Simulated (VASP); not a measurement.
Output of a VASP run:

**OSZICAR**
```
...
       N       E                     dE             d eps       ncg     rms          rms(c)
DAV:   1    -0.417319007344E+03   -0.23890E-04   -0.29193E-02   896   0.419E-01    0.332E-02
RMM:   2    -0.417319046258E+03   -0.38914E-04   -0.53935E-04   728   0.495E-02    0.139E-02
RMM:   3    -0.417319051039E+03   -0.47812E-05   -0.74029E-05   610   0.180E-02    0.144E-02
RMM:   4    -0.417319050205E+03    0.83357E-06   -0.11345E-05   446   0.695E-03
  11 F= -.41731905E+03 E0= -.41731890E+03  d E =-.989297E-02  mag=     2.0000
       N       E                     dE             d eps       ncg     rms          rms(c)
DAV:   1    -0.417319367317E+03   -0.31628E-03   -0.14580E+00   756   0.306E+00    0.229E-01
RMM:   2    -0.417321524652E+03   -0.21573E-02   -0.27089E-02   728   0.358E-01    0.998E-02
RMM:   3    -0.417321705679E+03   -0.18103E-03   -0.38322E-03   776   0.130E-01    0.736E-02
RMM:   4    -0.417321605165E+03    0.10051E-03   -0.62742E-04   733   0.558E-02    0.597E-02
RMM:   5    -0.417321597778E+03    0.73879E-05   -0.22466E-04   742   0.316E-02    0.228E-02
RMM:   6    -0.417321607840E+03   -0.10062E-04   -0.79402E-05   648   0.162E-02    0.314E-02
RMM:   7    -0.417321602577E+03    0.52624E-05   -0.19167E-05   468   0.830E-03
  12 F= -.41732160E+03 E0= -.41732152E+03  d E =-.255237E-02  mag=     2.0000
       N       E                     dE             d eps       ncg     rms          rms(c)
DAV:   1    -0.417321741417E+03   -0.13358E-03   -0.69739E-02   800   0.668E-01    0.494E-02
RMM:   2    -0.417321838681E+03   -0.97264E-04   -0.12609E-03   728   0.770E-02    0.237E-02
RMM:   3    -0.417321847037E+03   -0.83558E-05   -0.18637E-04   751   0.282E-02    0.173E-02
RMM:   4    -0.417321843285E+03    0.37522E-05   -0.24256E-05   481   0.110E-02
  13 F= -.41732184E+03 E0= -.41732175E+03  d E =-.279308E-02  mag=     2.0000
       N       E                     dE             d eps       ncg     rms          rms(c)
DAV:   1    -0.417322326382E+03   -0.47934E-03   -0.26966E-01   752   0.130E+00    0.102E-01
RMM:   2    -0.417322715420E+03   -0.38904E-03   -0.48979E-03   728   0.152E-01    0.444E-02
RMM:   3    -0.417322753651E+03   -0.38231E-04   -0.75684E-04   789   0.561E-02    0.338E-02
RMM:   4    -0.417322736598E+03    0.17053E-04   -0.10369E-04   725   0.225E-02    0.236E-02
RMM:   5    -0.417322731680E+03    0.49185E-05   -0.53125E-05   647   0.152E-02
  14 F= -.41732273E+03 E0= -.41732262E+03  d E =-.888395E-03  mag=     2.0000
       N       E                     dE             d eps       ncg     rms          rms(c)
DAV:   1    -0.417322733719E+03    0.28789E-05   -0.91548E-05   752   0.208E-02    0.155E-02
RMM:   2    -0.417322732251E+03    0.14688E-05   -0.20066E-05   474   0.747E-03    0.165E-02
RMM:   3    -0.417322732917E+03   -0.66681E-06   -0.37473E-06   373   0.392E-03    0.751E-03
RMM:   4    -0.417322732628E+03    0.28903E-06   -0.15350E-06   249   0.224E-03
  15 F= -.41732273E+03 E0= -.41732262E+03  d E =-.889344E-03  mag=     2.0000
       N       E                     dE             d eps       ncg     rms          rms(c)
DAV:   1    -0.417322920070E+03   -0.18715E-03   -0.12154E-01   752   0.860E-01    0.700E-02
RMM:   2    -0.417323070164E+03   -0.15009E-03   -0.20788E-03   728   0.976E-02    0.370E-02
RMM:   3    -0.417323095731E+03   -0.25567E-04   -0.35996E-04   796   0.372E-02    0.256E-02
RMM:   4    -0.417323092377E+03    0.33543E-05   -0.58711E-05   608   0.158E-02
  16 F= -.41732309E+03 E0= -.41732299E+03  d E =-.359749E-03  mag=     2.0000
```

**OUTCAR**
```
------------------------ aborting loop because EDIFF is reached ----------------------------------------
  FORCE on cell =-STRESS in cart. coord.  units (eV):
  Direction    XX          YY          ZZ          XY          YZ          ZX
  --------------------------------------------------------------------------------------
  Total       14.5960194     12.4077462      6.7879099      2.1521223     -0.1169114     -0.1827938
  in kB       26.9827043     22.9373871     12.5483640      3.9784873     -0.2161264     -0.3379190
  external PRESSURE =      20.8228185 kB  Pullay stress =       0.0000000 kB
  volume of cell :      866.68
      direct lattice vectors                 reciprocal lattice vectors
     4.868317893 -8.432173817  0.000000000     0.102704879 -0.059296690  0.000000000
     4.868317893  8.432173817  0.000000000     0.102704879  0.059296690  0.000000000
     0.000000000  0.000000000 10.556283981     0.000000000  0.000000000  0.094730305
  FREE ENERGIE OF THE ION-ELECTRON SYSTEM (eV)
  ---------------------------------------------------
  free  energy   TOTEN  =      -417.3230923772 eV

  energy  without entropy=     -417.3228825365  energy(sigma->0) =     -417.32298746

 total charge

# of ion       s       p       d       tot
------------------------------------------
    1        1.000   1.369   0.366   2.736
    2        1.001   1.368   0.366   2.734
    3        1.000   1.373   0.375   2.748
    4        1.006   1.380   0.369   2.755
    5        1.000   1.360   0.363   2.722
    6        1.000   1.356   0.361   2.717
    7        1.000   1.355   0.360   2.715
    8        1.001   1.346   0.357   2.704
    9        0.999   1.358   0.361   2.718
   10        1.001   1.369   0.366   2.736
   11        1.000   1.361   0.363   2.724
   12        1.005   1.382   0.370   2.756
   13        1.000   1.369   0.366   2.735
   14        0.991   1.324   0.350   2.664
   15        1.000   1.372   0.374   2.747
   16        0.988   1.321   0.373   2.682
   17        1.001   1.364   0.364   2.729
   18        1.001   1.378   0.377   2.756
   19        0.994   1.331   0.376   2.701
   20        0.999   1.348   0.357   2.704
   21        1.000   1.368   0.366   2.735
   22        0.999   1.354   0.360   2.714
   23        1.005   1.381   0.370   2.755
   24        0.998   1.346   0.356   2.701
   25        1.001   1.368   0.366   2.734
   26        0.999   1.361   0.363   2.724
   27        1.006   1.380   0.369   2.754
   28        1.000   1.360   0.363   2.722
   29        1.001   1.364   0.364   2.728
   30        1.000   1.355   0.360   2.715
   31        0.994   1.331   0.376   2.701
   32        0.999   1.348   0.357   2.704
   33        0.999   1.352   0.359   2.710
   34        0.999   1.355   0.361   2.715
   35        0.997   1.346   0.356   2.699
   36        1.258   2.381   0.000   3.639
   37        1.240   2.451   0.000   3.692
   38        1.242   2.450   0.000   3.693
   39        1.238   2.454   0.000   3.692
   40        1.241   2.448   0.000   3.690
   41        1.240   2.450   0.000   3.690
   42        1.240   2.451   0.000   3.690
   43        1.241   2.448   0.000   3.689
   44        1.239   2.450   0.000   3.689
   45        1.240   2.452   0.000   3.692
   46        1.239   2.453   0.000   3.692
   47        1.238   2.453   0.000   3.691
   48        1.258   2.384   0.000   3.642
...
```
(Selected blocks of OUTCAR.)

POSCAR:
```
Ga35N35O
1
    4.8683178927    -8.4321738171     0.0000000000
    4.8683178927     8.4321738171     0.0000000000
    0.0000000000     0.0000000000    10.5562839806
Ga N O
35 35 1
Direct
  0.2232980000   0.1178400000   0.2535570000
  0.1111110000   0.2222220000   0.0000000000
  0.2236670000   0.1151180000   0.7511530000
  0.1116110000   0.2201780000   0.5045650000
  0.2222220000   0.4444440000   0.2500000000
  0.1111110000   0.5555560000   0.0000000000
  0.2222220000   0.4444440000   0.7500000000
  0.1111110000   0.5555560000   0.5000000000
  0.2222220000   0.7777780000   0.2500000000
  0.1111110000   0.8888890000   0.0000000000
  0.2222220000   0.7777780000   0.7500000000
  0.1111110000   0.8888890000   0.5000000000
  0.5541090000   0.1085110000   0.2531100000
  0.4444440000   0.2222220000   0.0000000000
  0.5548390000   0.1116940000   0.7530730000
  0.5564580000   0.4490470000   0.2480600000
  0.4444440000   0.5555560000   0.0000000000
  0.5604160000   0.4461210000   0.7515110000
  0.4480330000   0.5619390000   0.4961040000
  0.5555560000   0.7777780000   0.2500000000
  0.4444440000   0.8888890000   0.0000000000
  0.5555560000   0.7777780000   0.7500000000
  0.4444440000   0.8888890000   0.5000000000
  0.8888890000   0.1111110000   0.2500000000
  0.7777780000   0.2222220000   0.0000000000
  0.8888890000   0.1111110000   0.7500000000
  0.7766620000   0.2240030000   0.5041540000
  0.8888890000   0.4444440000   0.2500000000
  0.7777780000   0.5555560000   0.0000000000
  0.8888890000   0.4444440000   0.7500000000
  0.7779330000   0.5581640000   0.5035010000
  0.8888890000   0.7777780000   0.2500000000
  0.7777780000   0.8888890000   0.0000000000
  0.8888890000   0.7777780000   0.7500000000
  0.7777780000   0.8888890000   0.5000000000
  0.2220850000   0.1097950000   0.4387180000
  0.1111110000   0.2222220000   0.1885000000
  0.2222220000   0.1111110000   0.9385000000
  0.1111110000   0.2222220000   0.6885000000
  0.2222220000   0.4444440000   0.4385000000
  0.1111110000   0.5555560000   0.1885000000
  0.2222220000   0.4444440000   0.9385000000
  0.1111110000   0.5555560000   0.6885000000
  0.2222220000   0.7777780000   0.4385000000
  0.1111110000   0.8888890000   0.1885000000
  0.2222220000   0.7777780000   0.9385000000
  0.1111110000   0.8888890000   0.6885000000
  0.5576730000   0.1158910000   0.4420290000
  0.4444440000   0.2222220000   0.1885000000
  0.5555560000   0.1111110000   0.9385000000
  0.4403650000   0.2195880000   0.6891000000
  0.4444440000   0.5555560000   0.1885000000
  0.5555560000   0.4444440000   0.9385000000
  0.4444440000   0.5555560000   0.6885000000
  0.5555560000   0.7777780000   0.4385000000
  0.4444440000   0.8888890000   0.1885000000
  0.5555560000   0.7777780000   0.9385000000
  0.4444440000   0.8888890000   0.6885000000
  0.8888890000   0.1111110000   0.4385000000
  0.7777780000   0.2222220000   0.1885000000
  0.8888890000   0.1111110000   0.9385000000
  0.7777780000   0.2222220000   0.6885000000
  0.8888890000   0.4444440000   0.4385000000
  0.7777780000   0.5555560000   0.1885000000
  0.8888890000   0.4444440000   0.9385000000
  0.7777780000   0.5555560000   0.6885000000
  0.8888890000   0.7777780000   0.4385000000
  0.7777780000   0.8888890000   0.1885000000
  0.8888890000   0.7777780000   0.9385000000
  0.7777780000   0.8888890000   0.6885000000
  0.5585590000   0.4474720000   0.4432890000
```

Question: Reconstruct the remaining input files.

Answer: One answer among several that fit: the input of the run itself, PBE GGA, plane waves, VASP's PBE PAW potentials (set 64).

### INCAR
```
# general
SYSTEM   =  Ga35N35O
PREC     =  Normal
ENCUT    =  400
LREAL    =  Auto
LASPH    =  .TRUE.
ISYM     =  0
NELECT   =  288.0

# electronic loop
EDIFF    =  1E-5
NELM     =  100
NELMIN   =  4
ALGO     =  Fast
LMAXMIX  =  4

# smearing
ISMEAR   =  0
SIGMA    =  0.05

# functional
GGA      =  PE

# spin
ISPIN    =  2
MAGMOM   =  71*0.0282
NUPDOWN  =  2

# ions
IBRION   =  2
NSW      =  70
ISIF     =  2
EDIFFG   =  -0.03

# output
LWAVE    =  .TRUE.
LCHARG   =  .FALSE.
LORBIT   =  10
```

File KPOINTS:
```
Automatic mesh
0
Gamma
1 1 1
0 0 0
```

POTCAR, in this order: Ga N O (PBE.64 set). Program: vasp_gam.

At this cut-off the stress carries a Pulay error, which pulls relaxed volumes low. The cell is charged, with a uniform compensating background. The supercell is sampled at Γ alone, which is coarse: total energies, pressure and levels can be off, energies of defects by several tenths of an eV.

The cell is a supercell with a defect, built from GaN (wurtzite): O_N-vac_Ga, charge -2.
